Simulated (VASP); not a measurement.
Wanted: the native input for a VASP 6.6.1 run.

```yaml
Task: relaxation of the atoms
Functional: PBE
Potentials_or_basis: VASP PAW PBE potentials, release 64 (Ge, H, Sn)
Cutoff: 300 eV
k_mesh: 3 × 3 × 1
Occupations: gaussian, width 0.03 eV
Spin: no spin polarisation
Atoms_held_fixed_from_0: "[36, 37, 38, 39, 40, 41, 42, 43, 44, 45, 46, 47, 48, 49, 50, 51, 52, 53, 54, 55, 56, 57, 58, 59, 60, 61, 62]"
Further_INCAR_settings: ALGO = Normal; EDIFF = 1e-06; IBRION = 2; EDIFFG = -0.01; NSW = 60
```

The structure of SnGe18H3 lies in POSCAR:

```
SnGe18H3
1.0
   12.2230478200      0.0000000000      0.0000000000
   -6.1115239100     10.5854699200      0.0000000000
    0.0000000000      0.0000000000     22.0450575600
Ge H Sn
54 9 3
Selective dynamics
Direct
    0.0075575300      0.0151150600      0.7051493300  T T T
    0.0075575300      0.3257758000      0.7051493300  T T T
   -0.0151150600      0.6591091400      0.7051493300  T T T
    0.3408908600     -0.0075575300      0.7051493300  T T T
    0.3182182700      0.3257758000      0.7051493300  T T T
    0.3408908600      0.6817817300      0.7051493300  T T T
    0.6515516100     -0.0075575300      0.7051493300  T T T
    0.6742242000      0.3484483900      0.7051493300  T T T
    0.6742242000      0.6591091400      0.7051493300  T T T
    0.1111111100      0.2222222200      0.6470105300  T T T
    0.1111111100      0.5555555600      0.6674232700  T T T
    0.1111111100      0.8888888900      0.6674232700  T T T
    0.4444444400      0.2222222200      0.6674232700  T T T
    0.4444444400      0.5555555600      0.6674232700  T T T
    0.4444444400      0.8888888900      0.6470105300  T T T
    0.7777777800      0.2222222200      0.6674232700  T T T
    0.7777777800      0.5555555600      0.6470105300  T T T
    0.7777777800      0.8888888900      0.6674232700  T T T
    0.1111111100      0.2222222200      0.5542451100  T T T
    0.1111111100      0.5555555600      0.5542451100  T T T
    0.1111111100      0.8888888900      0.5542451100  T T T
    0.4444444400      0.2222222200      0.5542451100  T T T
    0.4444444400      0.5555555600      0.5542451100  T T T
    0.4444444400      0.8888888900      0.5542451100  T T T
    0.7777777800      0.2222222200      0.5542451100  T T T
    0.7777777800      0.5555555600      0.5542451100  T T T
    0.7777777800      0.8888888900      0.5542451100  T T T
    0.2222222200      0.1111111100      0.5165190500  T T T
    0.2222222200      0.4444444400      0.5165190500  T T T
    0.2222222200      0.7777777800      0.5165190500  T T T
    0.5555555600      0.1111111100      0.5165190500  T T T
    0.5555555600      0.4444444400      0.5165190500  T T T
    0.5555555600      0.7777777800      0.5165190500  T T T
    0.8888888900      0.1111111100      0.5165190500  T T T
    0.8888888900      0.4444444400      0.5165190500  T T T
    0.8888888900      0.7777777800      0.5165190500  T T T
    0.2222222200      0.1111111100      0.4033408900  F F F
    0.2222222200      0.4444444400      0.4033408900  F F F
    0.2222222200      0.7777777800      0.4033408900  F F F
    0.5555555600      0.1111111100      0.4033408900  F F F
    0.5555555600      0.4444444400      0.4033408900  F F F
    0.5555555600      0.7777777800      0.4033408900  F F F
    0.8888888900      0.1111111100      0.4033408900  F F F
    0.8888888900      0.4444444400      0.4033408900  F F F
    0.8888888900      0.7777777800      0.4033408900  F F F
    0.0000000000      0.0000000000      0.3656148300  F F F
    0.0000000000      0.3333333300      0.3656148300  F F F
    0.0000000000      0.6666666700      0.3656148300  F F F
    0.3333333300      0.0000000000      0.3656148300  F F F
    0.3333333300      0.3333333300      0.3656148300  F F F
    0.3333333300      0.6666666700      0.3656148300  F F F
    0.6666666700      0.0000000000      0.3656148300  F F F
    0.6666666700      0.3333333300      0.3656148300  F F F
    0.6666666700      0.6666666700      0.3656148300  F F F
    0.0000000000      0.0000000000      0.2948506700  F F F
    0.0000000000      0.3333333300      0.2948506700  F F F
    0.0000000000      0.6666666700      0.2948506700  F F F
    0.3333333300      0.0000000000      0.2948506700  F F F
    0.3333333300      0.3333333300      0.2948506700  F F F
    0.3333333300      0.6666666700      0.2948506700  F F F
    0.6666666700      0.0000000000      0.2948506700  F F F
    0.6666666700      0.3333333300      0.2948506700  F F F
    0.6666666700      0.6666666700      0.2948506700  F F F
    0.1111111100      0.2222222200      0.7985943100  T T T
    0.4444444400      0.8888888900      0.7831713500  T T T
    0.7777777800      0.5555555600      0.7831713500  T T T
```

These files were run (other wordings do the same):

INCAR

```
PREC = Accurate
ENCUT = 300
EDIFF = 1E-6
ISMEAR = 0
SIGMA = 0.03
LREAL = F
LASPH = T
NELM = 80
ALGO = Normal
ISIF = 2
LWAVE = F
LCHARG = F
GGA = PE
IBRION = 2
NSW = 60
EDIFFG = -0.01
KPAR = 2
```

KPOINTS

```
Automatic mesh
0
Gamma
  3 3 1
```

Potentials or basis: VASP PAW PBE potentials, release 64 (Ge, H, Sn).

Run with:

```bash
$ cat potpaw_PBE.64/Ge/POTCAR potpaw_PBE.64/H/POTCAR potpaw_PBE.64/Sn/POTCAR > POTCAR
$ mpirun -np 8 vasp_std > vasp.out
```

Results of the run:

```
Energy gained by relaxing : 54.6 meV/atom
Ionic steps               : 26
Band gap on the k mesh    : none (metal or under the smearing width)
```

Wall time 2.3 h on 8 MPI ranks on Intel(R) Xeon(R) Platinum 8259CL CPU @ 2.50GHz (Skylake/Cascade Lake), with other jobs on the host, peak memory 0.62 GiB a rank.
